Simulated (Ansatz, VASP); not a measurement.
## BN in two plane-wave programs

Aim: how closely do two programs agree when they are given the same cell, functional and k mesh? The cell is taken from a series of runs on this material, whose earlier steps may have relaxed, scaled, displaced or heated it; both programs get it as it stands.

Method: plane waves, with VASP 6.6.1 beside it; zone-centre phonons at LDA, in Ansatz 0.2.0.

**1. Starting point**

Symmetry: F-43m, No. 216, cubic system. Conventional cell: a = 3.644 Å, b = 3.644 Å, c = 3.644 Å, α = 90.00°, β = 90.00°, γ = 90.00°. Nearest to B lie 4 N at 1.58 Å. N has 4 B at 1.58 Å nearest. Farther neighbours and most contacts between anions are not listed.

Coordinates:

```cif
data_structure
_symmetry_space_group_name_H-M 'F-43m'
_symmetry_Int_Tables_number 216
_cell_length_a 3.6440
_cell_length_b 3.6440
_cell_length_c 3.6440
_cell_angle_alpha 90.000
_cell_angle_beta 90.000
_cell_angle_gamma 90.000
_cell_volume 48.39
loop_
_atom_site_label
_atom_site_type_symbol
_atom_site_symmetry_multiplicity
_atom_site_Wyckoff_symbol
_atom_site_fract_x
_atom_site_fract_y
_atom_site_fract_z
_atom_site_occupancy
B1 B 4 a 0.00000 0.00000 0.00000 1
N1 N 4 d 0.25000 0.25000 0.75000 1
```

**2. Ansatz: zone-centre phonons, LDA**

Ansatz runs on its default PAW (the set named soft_2) files.

Second derivatives magnify differences that forces hide, and they need a tight electronic threshold.

File input.yaml:

```yaml
crystal:
  lattice:
    - [0.0, 1.8220210539, 1.8220210539]
    - [1.8220210539, 0.0, 1.8220210539]
    - [1.8220210539, 1.8220210539, 0.0]
  atoms:
    - { symbol: B, position: [0.0, 0.0, 0.0] }
    - { symbol: "N", position: [0.25, 0.25, 0.25] }
kpoints:
  mp_grid: { grid: [12, 12, 12] }
hamiltonian:
  xc: lda
scf:
  occupations: { method: fixed }
output:
  eigenvalues: true
phonons:
  method: dfpt
  qmesh: [3, 3, 3]
  temperatures: { t_max: 1000, t_step: 50 }
  qpath:
    path:
      - [[0.0, 0.0, 0.0], [-0.5, -0.5, 0.0], [-0.375, -0.375, 0.25]]
      - [[-0.375, 0.0, 0.375], [0.0, 0.0, 0.0], [0.0, 0.0, 0.5], [-0.5, -0.25, 0.25], [-0.5, -0.5, 0.0]]
    npoints: 10
```

Command:

```sh
$ ansatz run input.yaml --threads 8 --pin off --max-ram 16384MiB --backend cpu --events-out ev --progress --plain --runs-dir out
```

Numbers of over 12 decimals in the logs are rounded to 6 here.

The log of the run:

```text
Warning: phonons: the dynamical matrix that this run interpolates holds no multipole term above the dipole-dipole one, and a site of this crystal is no centre of inversion, so its interpolated transverse optical and acoustic branches and sound speeds can stay off near Gamma, and the density of states and the thermodynamics with them. What a run solves at a wave vector of phonons.qpoints, Gamma apart, where the deck admits one, is free of this, and under fd what a larger phonons.supercell samples
Engine: ansatz 0.2.0, x86_64-unknown-linux-gnu
Pseudopotentials: kind: paw
Pseudopotential: B, paw, valence charge 3, recommended cutoff 420 eV (normal), B.paw.azcp
Pseudopotential: N, paw, valence charge 5, recommended cutoff 420 eV (normal), N.paw.azcp
Functional definition: SPW92
  exchange = slater_x
  correlation = pw_c
Crystal: 2 atoms, lattice volume = 12.097 Å³
Basis set: ecut = 420 eV, 259 PW (Γ), exchange–correlation on 36×36×36 points (8 copies of the dense FFT grid, shifted against one another)
Bands: 8, of which v1, the nominal top of the filled ones, is band 4 counted from 1 (3 counted from 0)
Symmetry: 24 space group operations
k-points: 72 of 1728 (time reversal used)
Non-local potential: B, projectors of the file, l = 0: 2, l = 1: 2, l = 2: 1
Non-local potential: N, projectors of the file, l = 0: 2, l = 1: 2, l = 2: 1
PAW form: soft (Blöchl's): semilocal exchange-correlation on the pseudo side does not see the compensation charge
PAW frozen core: B, regenerated for the run's functional, and the local potential with it (the file was generated under x = pbe(κ = 0.804, μ = 0.219515), c = pbe(β = 0.066725))
PAW frozen core: N, regenerated for the run's functional, and the local potential with it (the file was generated under x = pbe(κ = 0.804, μ = 0.219515), c = pbe(β = 0.066725))
PAW one-centre angular grid: B, 110 points (default); XC on 64 Gauss nodes
PAW one-centre angular grid: N, 110 points (default); XC on 64 Gauss nodes
Initial density: superposition of atomic densities (neutral atoms: chi_scale 0, normalization atom), corrected by the library's trained network
Initial wavefunctions: pseudopotential atomic-orbital guess
Functional: x = slater, c = lda
SCF iter   1: F=—  HF=-526.431311 eV  |F-HF|=—  |Δ(HF+E_count)|=         —  Δρ=7.05e-3  dr2=4.35e-3  ethr=1.77e-3  ⟨swp⟩=3.8  Hψ=3275  notcnv=0  defer=112
preconditioner: auto → none  [insulator: Δε(μ)=4.278 eV  Ē_g=19.475 eV  n_scr=0 (ndim 8)  ℏωp=30.2 eV  f_vac=0.000  ε∞_Penn≈3.4]
SCF iter   2: F=—  HF=-526.430108 eV  |F-HF|=—  |Δ(HF+E_count)|=   1.20e-3  Δρ=3.19e-3  dr2=4.49e-4  ethr=5.44e-5  ⟨swp⟩=2.1  Hψ=1329  notcnv=0  defer=135
SCF iter   3: F=—  HF=-526.429970 eV  |F-HF|=—  |Δ(HF+E_count)|=   1.38e-4  Δρ=1.33e-3  dr2=7.79e-5  ethr=5.62e-6  ⟨swp⟩=2.6  Hψ=971  notcnv=0  defer=135
SCF iter   4: F=—  HF=-526.429949 eV  |F-HF|=—  |Δ(HF+E_count)|=   2.05e-5  Δρ=4.74e-4  dr2=9.97e-6  ethr=9.73e-7  ⟨swp⟩=1.0  Hψ=576  notcnv=0
SCF iter   5: F=—  HF=-526.429947 eV  |F-HF|=—  |Δ(HF+E_count)|=   2.12e-6  Δρ=8.26e-5  dr2=3.11e-7  ethr=1.25e-7  ⟨swp⟩=1.0  Hψ=576  notcnv=0
SCF iter   6: F=—  HF=-526.429946 eV  |F-HF|=—  |Δ(HF+E_count)|=   6.45e-7  Δρ=6.18e-6  dr2=2.04e-9  ethr=3.88e-9  ⟨swp⟩=1.8  Hψ=777  notcnv=0
SCF iter   7: F=—  HF=-526.429946 eV  |F-HF|=—  |Δ(HF+E_count)|=  1.62e-10  Δρ=6.89e-7  dr2=1.63e-11  ethr=2.54e-11  ⟨swp⟩=1.5  Hψ=659  notcnv=0
SCF iter   8: F=-526.429946 eV  HF=-526.429946 eV  |F-HF|=3.41e-13  |Δ(HF+E_count)|=  1.21e-11  Δρ=9.92e-8  dr2=4.98e-13  ethr=1.00e-12  ⟨swp⟩=5.6  Hψ=2425  notcnv=0
SCF 1 converged in 8 iterations: F = -526.429946 eV  dr2 = 4.98e-13
  greatest PAW one-centre occupation: 0.777 electrons in one spin orbital (limit 2), on the N atom at site 1 (counted from 0), in its partial waves of l = 0
k-points: 280 of 1728 (irreducible under 4 space group operations, time reversal used)
Initial density: read from a saved state, or passed on in memory by an earlier SCF of this step, an earlier step, the calling program or the single point that the run made first
iter 1 solved again at ethr=5.51e-9 eV; its pass at ethr=3.10e-3 eV (dr2=4.41e-7 eV) is discarded
SCF iter   1: F=—  HF=-526.429946 eV  |F-HF|=—  |Δ(HF+E_count)|=         —  Δρ=9.67e-8  dr2=3.63e-13  ethr=5.51e-9  ⟨swp⟩=3.0  Hψ=19057  notcnv=0  defer=454
eigensolver tolerance schedule: the retry pair's looser diagonalisation over-reported the residual by 1215289.89 of it (diagonalisation noise at an unbounded share of the residual, at the tolerance the schedule requests for it); recorded, not acted on — ethr = c·dr2/N_el stays at c = 1.0e-1
preconditioner: auto → none  [insulator: Δε(μ)=4.331 eV  Ē_g=19.500 eV  n_scr=0 (ndim 8)  ℏωp=30.2 eV  f_vac=0.000  ε∞_Penn≈3.4]
SCF iter   2: F=-526.429946 eV  HF=-526.429946 eV  |F-HF|=1.14e-13  |Δ(HF+E_count)|=  1.09e-11  Δρ=3.76e-8  dr2=5.75e-14  ethr=1.00e-12  ⟨swp⟩=5.4  Hψ=10024  notcnv=0
SCF 2 converged in 2 iterations: F = -526.429946 eV  dr2 = 5.75e-14
NSCF: frozen V_eff on 1 k-points
DFPT response loops at Γ: preconditioner auto → none (the input reference at scf.mixing.eps_inf says where Resta's filter doesn't serve); β = 0.50; Broyden in place of MSR1
NSCF: frozen V_eff on 72 k-points
NSCF: frozen V_eff on 163 k-points
DFPT response loops at q = (0, 0, 0) (fractional): mixed as the last ones told, above
NSCF: frozen V_eff on 1872 k-points
DFPT response loops at q = (0, 0, 0.333333) (fractional): mixed as the last ones told, above
NSCF: frozen V_eff on 1020 k-points
DFPT response loops at q = (0, 0.333333, 0.333333) (fractional): mixed as the last ones told, above
NSCF: frozen V_eff on 1872 k-points
DFPT response loops at q = (0, 0.333333, -0.333333) (fractional): mixed as the last ones told, above
SCF converged after 8 iterations
Free energy (F): -526.429946 eV
Harris-Foulkes:  -526.429946 eV  (|F-HF|=3.41e-13)
Internal energy: -526.429946 eV  (E = F + TS)
E sigma→0 (E₀):  -526.429946 eV
Fermi energy:    10.541476 eV
--- Per-component energies (eV) ---
  E_band       = 22.706935
  E_kinetic    = 183.724503
  E_local      = -178.878720  (includes V_loc(G=0)·N_el)
  E_nonlocal   = 58.285579
  E_hartree    = 49.217584
  E_xc         = -92.193600
  E_vxc        = -115.073943  (∫ρ·V_xc dr)
  E_paw        = -191.182852  (= ΣΔE_a)
  E_vpaw       = -23.785754  (= ΣTr[D̂ρ^β])
  E_aug_tail   = 0.000095  (compensation charges beyond the density's cutoff)
  E_ewald      = -355.528413
  E_core_change = 0.125878  (= ΣΔE_core)
  E_smearing   = -0.000000  (= −TS)
  E_closure    = 0.000000  (closes the sum)
  Σ components = -526.429946   (vs F -526.429946, Δ=0.00e0)
--- Band table (eV; the first three rows and the last of 72) ---
  k-point 0: bands = ["-9.2635", "10.5415", "10.5415", "10.5415", "19.1250", "19.1250", "19.1250", "20.5678"]
  k-point 1: bands = ["-9.0970", "9.6517", "10.3644", "10.3644", "19.3171", "19.3911", "19.3911", "21.1247"]
  k-point 2: bands = ["-8.6035", "7.6003", "9.9342", "9.9342", "19.6190", "20.0106", "20.0106", "22.4160"]
  k-point 71: bands = ["-3.4363", "3.1389", "3.6972", "4.1495", "19.8798", "23.4716", "24.6527", "24.8296"]
--- Phonons (Γ-DFPT): 2 representative perturbations + reference (Σ response iterations 6) ---
  ASR residual: 6.867e-5 → 0.000e0 eV/Å²; symmetrization residual: 5.513e-7 eV/Å²
  ASR residual per site (eV/Å²): 7.65e-6 6.87e-5
  Γ frequencies (cm⁻¹): 0.00 0.00 0.00 999.69 999.69 999.69
  Unit cell's response to a homogeneous field, on a k mesh of 12×12×12: 1 representative field direction (Σ response iterations 6)
  ε∞ (high-frequency dielectric tensor):
        4.616954     0.000000    -0.000000
       -0.000000     4.616954    -0.000000
        0.000000     0.000000     4.616954
  ε⁰ (static dielectric tensor): not given — the deck does not say what the cell's rigid motions are, and on a molecule in a box or a wire the rigid rotations would enter the sum over the modes at Γ. For a crystal or a slab, whose only rigid motions are the translations, set phonons.rigid_motions: translations.
  Born effective charges Z* (e; rows j = field, columns β = displacement):
    site 0:
         1.90315   -0.00000    0.00000
         0.00000    1.90315    0.00000
         0.00000   -0.00000    1.90315
    site 1:
        -1.90315    0.00000   -0.00000
        -0.00000   -1.90315   -0.00000
        -0.00000    0.00000   -1.90315
  Z* charge neutrality: 2.824e-7 e pre-enforcement
  k-mesh period / interband length: 30.9 Å / 1.31 Å = 23.62 at k = (0.0000, 0.0000, 0.0000), direct gap 8.584 eV — 14 or more, which is no proof of convergence
  optical modes at Γ without the LO–TO term, one row a degenerate level:
      ω (cm⁻¹)  modes    IR ((D/Å)²/amu)
        999.69      3            41.0872
  optical modes at Γ + LO–TO along q̂ = [1.0000, 0.0000, 0.0000]:
      ω (cm⁻¹)  modes    IR ((D/Å)²/amu)
        999.69      2            27.3915
       1233.85      1            13.6957
  optical modes at Γ + LO–TO along q̂ = [0.0000, 1.0000, 0.0000]:
      ω (cm⁻¹)  modes    IR ((D/Å)²/amu)
        999.69      2            27.3915
       1233.85      1            13.6957
  optical modes at Γ + LO–TO along q̂ = [0.0000, 0.0000, 1.0000]:
      ω (cm⁻¹)  modes    IR ((D/Å)²/amu)
        999.69      2            27.3915
       1233.85      1            13.6957
--- Phonons (arbitrary-q DFPT): 4 irreducible q on the 3×3×3 mesh ---
  q = [0.0000, 0.0000, 0.0000] (star 1, of the zone-centre solve; hermiticity 4.92e-8, symmetrization 1.27e-15): 0.00 0.00 0.00 999.69 999.69 999.69
  q = [0.0000, 0.0000, 0.3333] (star 8, 2 solved perturbations on 936 of 1728 k-point pairs; hermiticity 2.08e-8, symmetrization 9.88e-15): 420.29 420.29 752.72 950.53 950.53 1171.87
  q = [0.0000, 0.3333, 0.3333] (star 6, 4 solved perturbations in 1608 linear systems a pass and spin channel, the states on 510 of 1728 k-point pairs; hermiticity 2.31e-8, symmetrization 1.97e-12): 569.86 569.86 787.34 911.74 911.74 1184.67
  q = [0.0000, 0.3333, -0.3333] (star 12, 4 solved perturbations in 2892 linear systems a pass and spin channel, the states on 936 of 1728 k-point pairs; hermiticity 2.22e-8, symmetrization 6.10e-15): 624.58 806.53 867.59 874.67 928.38 1027.68
  sum rule: each row above includes the acoustic sum rule's correction from the zone centre's row sums; it moved no ω² by more than (1.15 cm⁻¹)²
  mesh force constants: q→R imaginary residual 1.84e-16; ASR residual 6.867e-5 → 0.000e0 eV/Å²; symmetrization residual 7.994e-15 eV/Å²
  interpolated dispersion: 63 rows × 6 modes
  density of states and harmonic sums: on the 30×30×30 q-mesh, interpolated from the force constants of a 3×3×3 supercell (with the dipole–dipole term)
  largest difference from the sums on the solved wave vectors: F 1.06e-2 eV, S 2.04e-5 and C_V 9.34e-6 eV/K
  zero-point energy: 0.303745 eV/cell   skipped modes (ω ≤ 0): 3   left out of the sums: 1.85e-5 of the cell's modes: C_V's classical limit lies that fraction below 3 k_B per atom; for a crystal, a wire or a layer, F and S can be off by more, and a phonons.interpolated_qmesh denser along its periods is the remedy for the sampling
```

(Part 1 of 2 ends here.)

[Lines on the potential files, build, host, timing and source positions are cut from VASP's logs without a mark.]

[Logs are printed without paths, hosts, clocks, repeated set-up lines and the standing remarks that a program may print on its own settings, such as how far it seeks lower states.]

[Hosts, paths, dates, database ids (printed as entryN), source tags and the programs' standing remarks are cut or masked in the printed files.]
